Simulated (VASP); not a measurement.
VASP ran on this input.

**KPOINTS**
```
Automatic mesh
0
Gamma
5 5 5
0 0 0
```

**POSCAR**
```
CsHgF3
1
    4.5954500000     0.0000000000     0.0000000000
    0.0000000000     4.5954500000     0.0000000000
    0.0000000000     0.0000000000     4.5954500000
Cs Hg F
1 1 3
Direct
  0.0000000000   0.0000000000   0.0000000000
  0.5000000000   0.5000000000   0.5000000000
  0.0000000000   0.5000000000   0.5000000000
  0.5000000000   0.0000000000   0.5000000000
  0.5000000000   0.5000000000   0.0000000000
```

INCAR:
```
! general
SYSTEM  = CsHgF3
PREC    = Accurate
ENCUT   = 520
LREAL   = F
LASPH   = T

! electronic loop
EDIFF   = 1E-6
NELM    = 100
ALGO    = Normal
LMAXMIX = 6

! smearing
ISMEAR  = -5

! functional
GGA     = PE

! ions
ISIF    = 2

! output
LWAVE   = F
LCHARG  = F
```

POTCAR, in this order: Cs_sv Hg F (PBE.64 set). Program: vasp_std.

Question: Write an equivalent input for Quantum ESPRESSO's pw.x.

Answer: One equivalent input (not run):
```
&CONTROL
  calculation = 'scf'
  pseudo_dir = './pseudo'
  outdir = './out'
  tprnfor = .true.
  tstress = .true.
/
&SYSTEM
  ibrav = 0
  nat = 5
  ntyp = 3
  ecutwfc = 84
  occupations = 'tetrahedra'
  input_dft = 'pbe'
/
&ELECTRONS
  conv_thr = 7.3e-08
  electron_maxstep = 100
/
ATOMIC_SPECIES
  Cs 132.905 Cs.upf
  Hg 200.592 Hg.upf
  F 18.998 F.upf
CELL_PARAMETERS angstrom
     4.5954500    0.0000000    0.0000000
     0.0000000    4.5954500    0.0000000
     0.0000000    0.0000000    4.5954500
ATOMIC_POSITIONS crystal
  Cs   0.0000000  0.0000000  0.0000000
  Hg   0.5000000  0.5000000  0.5000000
  F    0.0000000  0.5000000  0.5000000
  F    0.5000000  0.0000000  0.5000000
  F    0.5000000  0.5000000  0.0000000
K_POINTS automatic
  5 5 5 0 0 0
```
Limits of the translation: the potentials are each code's own (VASP's PAW set, PseudoDojo norm-conserving files in pw.x), so ENCUT and ecutwfc are chosen apart and not converted; conv_thr bounds pw.x's estimated SCF error, while EDIFF bounds the energy change between steps.

The structure comes from a computed database's CsHgF3 entry (Pm-3m); how it stands against other phases isn't given here. The cell was not relaxed at this level. The run is one of a series of settings (ISMEAR = -5, SIGMA removed against the base run), some of them coarse on purpose.
